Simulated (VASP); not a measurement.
These are r2SCAN+rVV10, VASP's PBE PAW potentials (set 64) (plane waves; VASP) values and carry that method's errors.

The input files of a VASP run:

### INCAR
```
SYSTEM = BaHfO3
PREC = Accurate; ENCUT = 520; LREAL = .False.
LASPH = .True.
EDIFF = 1E-7; NELM = 100; ALGO = Normal
LMAXMIX = 6; LMIXTAU = .True.
ISMEAR = 0; SIGMA = 0.05
METAGGA = R2SCAN; LUSE_VDW = .True.; BPARAM = 11.95
CPARAM = 0.0093
ISIF = 2
LWAVE = .False.; LCHARG = .False.
```

File POSCAR:
```
BaHfO3
1
    4.2433219589     0.0000000000     0.0000000000
    0.0000000000     4.2433219589     0.0000000000
    0.0000000000     0.0000000000     4.2433219589
Ba Hf O
1 1 3
Direct
  0.0000000000   0.0000000000   0.0000000000
  0.5000000000   0.5000000000   0.5000000000
  0.5000000000   0.0000000000   0.5000000000
  0.0000000000   0.5000000000   0.5000000000
  0.5000000000   0.5000000000   0.0000000000
```

File KPOINTS:
```
Automatic mesh
0
Gamma
5 5 5
0 0 0
```

POTCAR, in this order: Ba_sv Hf_pv O (PBE.64 set). Program: vasp_std.

Q: Predict the energy per atom (σ→0), pressure.

A: 
```json
{
 "energy per atom (σ→0)": "-21.404 eV/atom",
 "pressure": "-9.16 GPa"
}
```

**OSZICAR**
```
...
DAV:  16    -0.107020989962E+03   -0.76857E-03   -0.14581E-04   523   0.131E-01    0.138E-01
DAV:  17    -0.107021301868E+03   -0.31191E-03   -0.14708E-04   523   0.127E-01    0.310E-02
DAV:  18    -0.107021424061E+03   -0.12219E-03   -0.85279E-05   516   0.998E-02    0.621E-03
DAV:  19    -0.107021425351E+03   -0.12902E-05   -0.38036E-06   593   0.205E-02    0.106E-02
DAV:  20    -0.107021424048E+03    0.13025E-05   -0.16434E-06   530   0.121E-02    0.446E-03
DAV:  21    -0.107021427494E+03   -0.34461E-05   -0.13056E-06   537   0.118E-02    0.288E-03
DAV:  22    -0.107021427502E+03   -0.77175E-08   -0.60702E-08   426   0.274E-03
   1 F= -.10702143E+03 E0= -.10702143E+03  d E =-.574010E-11
```

The compound is BaHfO3 in the cubic perovskite structure. This cell is one point of a volume scan, at 1.06 of the reference volume.
